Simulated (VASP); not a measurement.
GaGe under changes of volume

One of the cells (23.332 Å³/atom); the others are scaled copies at fixed shape and fractional positions:

```
Ge Ga
1.0
     0.00000    2.85748    2.85748
     2.85748    0.00000    2.85748
     2.85748    2.85748    0.00000
Ge Ga
1 1
Direct
  0.00000 0.00000 0.00000
  0.25000 0.25000 0.25000
```

The cell comes from a database or a generator and needn't be the stable form of this composition.

| Item | Value |
| --- | --- |
| Program | VASP 6.6.1 |
| Functional | r2SCAN |
| Potentials or basis | VASP PAW PBE potentials, release 64 (Ge_d, Ga_d) |
| Cutoff | 520 eV |
| k mesh | 8 × 8 × 8 |
| Occupations | fermi-dirac, width 0.05 eV |
| Spin | no spin polarisation |

| volume (Å³/atom) | energy over the lowest point (meV/atom) | pressure (GPa) |
| --- | --- | --- |
| 22.399 | 7.62 | 2.5 |
| 22.865 | 2.04 | 1.2 |
| 23.332 | 0.00 | 0.0 |
| 23.798 | 1.31 | -1.0 |
| 24.265 | ? | ? |

**Question.** What does the run at 24.265 Å³/atom give?

**Answer.** Energy over the lowest point 5.68 meV/atom; pressure -2.0 GPa.

Worked out: A Birch-Murnaghan fit of order 2 (a polynomial in V^(-2/3)) to the other rows has its minimum at 23.38 Å³/atom with B0 = V·E''(V) = 56 GPa. It gives 5.55 meV/atom at 24.265 Å³/atom, against the run's 5.68, and -dE/dV = -1.9 GPa, against -2.0.

Energies are extrapolated to zero smearing.

Caveats: the PAW data sets were made with another functional, which shifts forces and pressure a little.
